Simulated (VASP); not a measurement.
OSZICAR of a VASP run on NiO (rock salt, AFM-II order):

**OSZICAR**
```
       N       E                     dE             d eps       ncg     rms          rms(c)
DAV:   1     0.265194641422E+03    0.26519E+03   -0.15913E+04  6936   0.211E+03
DAV:   2     0.100384125358E+02   -0.25516E+03   -0.23937E+03  7024   0.409E+02
DAV:   3    -0.194675855961E+02   -0.29506E+02   -0.27989E+02  7824   0.157E+02
DAV:   4    -0.204041597565E+02   -0.93657E+00   -0.93102E+00  7568   0.300E+01
DAV:   5    -0.204309557298E+02   -0.26796E-01   -0.26780E-01  8124   0.475E+00    0.205E+01
DAV:   6    -0.176796525155E+02    0.27513E+01   -0.41991E+01 10104   0.108E+02    0.212E+01
DAV:   7    -0.161424799852E+02    0.15372E+01   -0.72529E+00  8656   0.816E+01    0.931E+00
DAV:   8    -0.163298154723E+02   -0.18734E+00   -0.21524E+00  7692   0.128E+01    0.604E+00
DAV:   9    -0.162499601829E+02    0.79855E-01   -0.19400E-01 10912   0.120E+01    0.169E+00
DAV:  10    -0.162663269261E+02   -0.16367E-01   -0.77596E-02  9304   0.419E+00    0.859E-01
DAV:  11    -0.162662122824E+02    0.11464E-03   -0.16016E-02 10672   0.351E+00    0.154E-01
DAV:  12    -0.162666302679E+02   -0.41799E-03   -0.37006E-03  7080   0.531E-01    0.118E-01
DAV:  13    -0.162665959290E+02    0.34339E-04   -0.36574E-04 10364   0.214E-01    0.474E-02
DAV:  14    -0.162666320209E+02   -0.36092E-04   -0.11165E-04  9524   0.198E-01    0.328E-02
DAV:  15    -0.162666212713E+02    0.10750E-04   -0.25178E-05 10124   0.765E-02    0.799E-03
DAV:  16    -0.162666182054E+02    0.30659E-05   -0.28827E-06  9628   0.253E-02    0.319E-03
DAV:  17    -0.162666166356E+02    0.15698E-05   -0.19559E-07  5204   0.923E-03    0.839E-04
DAV:  18    -0.162666173650E+02   -0.72938E-06   -0.17527E-07  3920   0.447E-03    0.620E-04
DAV:  19    -0.162666171795E+02    0.18548E-06   -0.26904E-08  3544   0.251E-03    0.333E-04
DAV:  20    -0.162666170651E+02    0.11445E-06   -0.30826E-09  3544   0.603E-04    0.166E-04
DAV:  21    -0.162666170794E+02   -0.14348E-07   -0.17563E-09  3544   0.481E-04
   1 F= -.16266617E+02 E0= -.16266617E+02  d E =-.162666E+02  mag=     0.0000
       N       E                     dE             d eps       ncg     rms          rms(c)
DAV:   1    -0.162669151077E+02   -0.29804E-03   -0.11706E-02  7096   0.974E-01    0.121E-01
DAV:   2    -0.162667811018E+02    0.13401E-03   -0.18453E-04  9008   0.272E-01    0.690E-02
DAV:   3    -0.162667285777E+02    0.52524E-04   -0.43673E-05  9924   0.180E-01    0.280E-02
DAV:   4    -0.162667332974E+02   -0.47197E-05   -0.10117E-05  9976   0.649E-02    0.100E-02
DAV:   5    -0.162667316051E+02    0.16923E-05   -0.52187E-07  7856   0.233E-02    0.466E-03
DAV:   6    -0.162667316244E+02   -0.19255E-07   -0.33810E-07  6512   0.908E-03
   2 F= -.16266732E+02 E0= -.16266732E+02  d E =-.114545E-03  mag=     0.0000
```

Question: Which electronic solver shows in the log?

Answer: It is blocked Davidson (ALGO = Normal, or the opening steps of other solvers). The INCAR had ALGO = Normal.

Question: How was spin treated?

Answer: Collinear spin (ISPIN = 2): the summary line carries one mag value, 0.00 μB in the cell.

Question: Can the final energy be trusted as converged?

Answer: Self-consistency was reached. It stopped with EDIFF = 1E-7, NELM = 100, NSW = 30 and EDIFFG = -0.01 after 2 ionic steps (rev-vdW-DF2, plane waves, VASP's PBE PAW potentials (set 64)).

The compound is NiO in the rock salt, AFM-II order structure. This run relaxes it. Symmetry was kept, so distortions that lower it aren't found.
